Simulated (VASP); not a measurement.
Data:

```xyz
2
Lattice="1.8150 -3.1437 0.0000 1.8150 3.1437 0.0000 0.0000 0.0000 5.7800" Properties=species:S:1:pos:R:3 pbc="T T T"
Gd     1.8150     1.0479     1.4450
Gd     1.8150    -1.0479     4.3350
```

Computed with vdW-DF2, VASP's PBE PAW potentials (set 64) (plane waves; VASP). Run with 520 eV cut-off, 10×10×6 Γ-centred mesh, first-order Methfessel-Paxton smearing of 0.10 eV, potentials Gd_3.

The 4f electrons are frozen in the core of the lanthanide potential, so 4f levels, which can set the real gap, and their magnetism are missing. Energy and stress use the plane-wave basis of the starting cell.

The ions, cell shape and volume are relaxed. Predict the relaxed structure.

```xyz
2
Lattice="1.8526 -3.2088 0.0000 1.8526 3.2088 0.0000 0.0000 0.0000 5.8051" Properties=species:S:1:pos:R:3 pbc="T T T"
Gd     1.8526     1.0696     1.4513
Gd     1.8526    -1.0696     4.3538
```
Space group P6_3/mmc (194), at a tolerance of 0.03 Å.

How do energy and volume change from the first to the last step?

The energy (σ→0) changes by -9.5 meV/atom and the volume by +4.6 %, in 6 ionic steps.

The compound is Gd in the hcp structure. This run relaxes it. Symmetry was kept, so distortions that lower it aren't found.
